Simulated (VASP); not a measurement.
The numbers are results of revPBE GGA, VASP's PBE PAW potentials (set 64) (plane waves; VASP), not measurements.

The input files of a VASP run:

### KPOINTS
```
kpoints
0
Gamma
  5 5 7
```

POSCAR:
```
SiO2
1.0
  4.2577280202   0.0000000000   0.0000000000
  0.0000000000   4.2577280202   0.0000000000
  0.0000000000   0.0000000000   2.6978602703
Si O
2 4
Cart
  0.0000000000   4.2577280202   0.0000000000
  2.1288640101   2.1288640101   1.3489301352
  1.3083427743   1.3083427743   0.0000000000
  3.4372067844   0.8205212358   1.3489301352
  0.8205212358   3.4372067844   1.3489301352
  2.9493852459   2.9493852459   2.6978602703
```

INCAR:
```
SYSTEM = SiO2
PREC = Accurate
ENCUT = 520
EDIFF = 1E-6
NELM = 100
ALGO = Normal
LREAL = .FALSE.
LASPH = .TRUE.
ISMEAR = 0
SIGMA = 0.05
GGA = RE
LWAVE = .FALSE.
LCHARG = .FALSE.
IBRION = 2
ISIF = 3
NSW = 60
EDIFFG = -0.02
```

POTCAR, in this order: Si O (PBE.64 set). Program: vasp_std.

Problem. Estimate the energy per atom (σ→0), band gap (on the k-mesh).

Solution. 
The energy per atom (σ→0) is -7.371 eV/atom and the band gap (on the k-mesh) comes out as 4.89 eV.

**OSZICAR**
```
...
DAV:   7    -0.441885132065E+02   -0.46441E-01   -0.50718E-01  1128   0.510E+00    0.300E+00
DAV:   8    -0.442154331409E+02   -0.26920E-01   -0.23124E-02  1092   0.151E+00    0.113E+00
DAV:   9    -0.442270716135E+02   -0.11638E-01   -0.13431E-02  1104   0.118E+00    0.313E-01
DAV:  10    -0.442275437736E+02   -0.47216E-03   -0.14590E-03  1128   0.321E-01    0.612E-02
DAV:  11    -0.442274767804E+02    0.66993E-04   -0.32652E-04  1088   0.136E-01    0.716E-03
DAV:  12    -0.442274812341E+02   -0.44537E-05   -0.13924E-05  1120   0.299E-02    0.756E-03
DAV:  13    -0.442274811823E+02    0.51844E-07   -0.19300E-06   712   0.115E-02
   1 F= -.44227481E+02 E0= -.44227481E+02  d E =-.442275E+02
```

The compound is SiO2 in the rutile structure, stishovite, a high-pressure form. It was relaxed first. The start is the result of an earlier pass.
